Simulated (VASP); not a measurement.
Output of a VASP run:

OSZICAR:
```
       N       E                     dE             d eps       ncg     rms          rms(c)
DAV:   1     0.104923851627E+03    0.10492E+03   -0.73065E+03   696   0.120E+03
DAV:   2    -0.635760615378E+00   -0.10556E+03   -0.95638E+02   880   0.289E+02
DAV:   3    -0.742350718540E+01   -0.67877E+01   -0.67497E+01   900   0.645E+01
DAV:   4    -0.768410132884E+01   -0.26059E+00   -0.26038E+00  1264   0.125E+01
DAV:   5    -0.768506848088E+01   -0.96715E-03   -0.96709E-03   892   0.765E-01    0.389E+00
DAV:   6    -0.743038484991E+01    0.25468E+00   -0.47239E-01   852   0.407E+00    0.311E+00
DAV:   7    -0.740465923850E+01    0.25726E-01   -0.89986E-02   916   0.196E+00    0.173E+00
DAV:   8    -0.740450089617E+01    0.15834E-03   -0.12230E-02   996   0.101E+00    0.183E-01
DAV:   9    -0.740454551404E+01   -0.44618E-04   -0.77064E-04   968   0.174E-01    0.731E-02
DAV:  10    -0.740462946659E+01   -0.83953E-04   -0.85899E-05   956   0.853E-02    0.806E-03
DAV:  11    -0.740463098262E+01   -0.15160E-05   -0.27912E-06   940   0.154E-02    0.531E-03
DAV:  12    -0.740463138527E+01   -0.40265E-06   -0.19420E-06   904   0.115E-02    0.328E-03
DAV:  13    -0.740463131923E+01    0.66045E-07   -0.20538E-07   892   0.403E-03
   1 F= -.74046313E+01 E0= -.74046313E+01  d E =-.132737E-21
```

### OUTCAR
```
------------------------ aborting loop because EDIFF is reached ----------------------------------------
  FORCE on cell =-STRESS in cart. coord.  units (eV):
  Direction    XX          YY          ZZ          XY          YZ          ZX
  --------------------------------------------------------------------------------------
  Total       -0.2470964     -0.2470964     -0.2470964     -0.0000000     -0.0000000      0.0000000
  in kB       -6.8243917     -6.8243917     -6.8243917     -0.0000000     -0.0000000      0.0000000
  external PRESSURE =      -6.8243917 kB  Pullay stress =       0.0000000 kB
  volume of cell :       58.01
      direct lattice vectors                 reciprocal lattice vectors
     0.000000000  3.072517462  3.072517462    -0.162733005  0.162733005  0.162733005
     3.072517462  0.000000000  3.072517462     0.162733005 -0.162733005  0.162733005
     3.072517462  3.072517462  0.000000000     0.162733005  0.162733005 -0.162733005
  FREE ENERGIE OF THE ION-ELECTRON SYSTEM (eV)
  ---------------------------------------------------
  free  energy   TOTEN  =        -7.4046313192 eV

  energy  without entropy=       -7.4046313192  energy(sigma->0) =       -7.40463132
```
(Selected blocks of OUTCAR.)

**POSCAR**
```
KCl
1
    0.0000000000     3.0725174624     3.0725174624
    3.0725174624     0.0000000000     3.0725174624
    3.0725174624     3.0725174624     0.0000000000
K Cl
1 1
Direct
  0.0000000000   0.0000000000   0.0000000000
  0.5000000000   0.5000000000   0.5000000000
```

Reconstruct the remaining input files.

One answer among several that fit: the input of the run itself, LDA (Ceperley-Alder, Perdew-Zunger), plane waves, VASP's LDA PAW potentials (set 64).

### INCAR
```
SYSTEM = KCl
PREC = Accurate; ENCUT = 520; LREAL = .False.
LASPH = .True.
EDIFF = 1E-7; NELM = 100; ALGO = Normal
ISMEAR = 0; SIGMA = 0.05
ISIF = 2
LWAVE = .False.; LCHARG = .False.
```

KPOINTS:
```
Automatic mesh
0
Gamma
8 8 8
0 0 0
```

POTCAR, in this order: K_sv Cl (LDA.64 set). Program: vasp_std.

The compound is KCl in the rock salt structure. This cell is one point of a volume scan, at 1.03 of the reference volume.
